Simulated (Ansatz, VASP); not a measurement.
# Two plane-wave programs on NaTi2Pt3

Contents of INCAR:

```
SYSTEM = NaTi2Pt3
PREC = Accurate ; ENCUT = 520
EDIFF = 1E-6 ; ISMEAR = 0
SIGMA = 0.1 ; LREAL = .FALSE.
LASPH = .TRUE. ; NELM = 100
ALGO = Fast ; ISIF = 2
LWAVE = .FALSE. ; LCHARG = .FALSE.
GGA = PE ; NBANDS = 40
```

File KPOINTS:

```
regular mesh
0
G
  6 6 4
  0 0 0
```

The input POSCAR:

```
NaTi2Pt3
1.0
    5.0775200700      0.0000000000      0.0000000000
   -2.5387600400      4.3972613700      0.0000000000
    0.0000000000      0.0000000000      6.2186666700
Na Ti Pt
1 2 3
Direct
    0.0000000000      0.0000000000      0.0000000000
    0.6666666700      0.3333333300      0.3333333300
    0.3333333300      0.6666666700      0.6666666700
    0.3333333300      0.6666666700      0.1666666700
    0.0000000000      0.0000000000      0.5000000000
    0.6666666700      0.3333333300      0.8333333300
```

Input for Ansatz:

```yaml
crystal:
  lattice:
    - [5.07752007, 0.0, 0.0]
    - [-2.53876004, 4.39726137, 0.0]
    - [0.0, 0.0, 6.21866667]
  atoms:
    - { symbol: Na, position: [0.0, 0.0, 0.0] }
    - { symbol: Ti, position: [0.66666667, 0.33333333, 0.33333333] }
    - { symbol: Ti, position: [0.33333333, 0.66666667, 0.66666667] }
    - { symbol: Pt, position: [0.33333333, 0.66666667, 0.16666667] }
    - { symbol: Pt, position: [0.0, 0.0, 0.5] }
    - { symbol: Pt, position: [0.66666667, 0.33333333, 0.83333333] }
basis:
  ecutwfc: 420
kpoints:
  mp_grid: { grid: [6, 6, 4] }
hamiltonian:
  xc: pbe
scf:
  occupations: { method: gaussian, width: 0.1 }
  lower_state_search: "off"
output:
  forces: true
  stress: true
  eigenvalues: true
```

Alike in both runs: task single point; functional PBE; k mesh 6 × 6 × 4; occupations gaussian, width 0.1 eV; no spin polarisation.

|  | VASP | Ansatz |
| --- | --- | --- |
| version | VASP 6.6.1 | Ansatz 0.2.0 |
| potentials or method | VASP PAW PBE potentials, release 64 (Na_pv, Ti_sv, Pt) | scalar-relativistic, plane waves, PAW |
| plane-wave cutoff (eV) | 520 | 420 |
| valence electrons in the cell | 61 | 87 |

VASP gave:

```
gap on the k mesh at the Fermi level (eV)       : none
pressure (GPa)                                  : -22.0
largest component of the traceless stress (GPa) : 0.53
rms of the force components (eV/Å)              : 0.289
```

Q: What did Ansatz give for the same quantities?

A: gap on the k mesh at the Fermi level (eV): none; pressure (GPa): -22.0; largest component of the traceless stress (GPa): 0.52; rms of the force components (eV/Å): 0.289.

Atom by atom the forces differ by 0.000 eV/Å (rms over components). A gap of «none» marks a metal or a gap that the smearing closes. With one functional, cell and mesh, what is left measures potentials, basis and numerics. The two sets of potentials don't hold the same shells in valence.

Caveats: so large a pressure means that the cell lies far from this level's equilibrium, or that cutoff or potentials fall short (VASP). Spin-orbit coupling is left out, which matters for the levels of Pt.
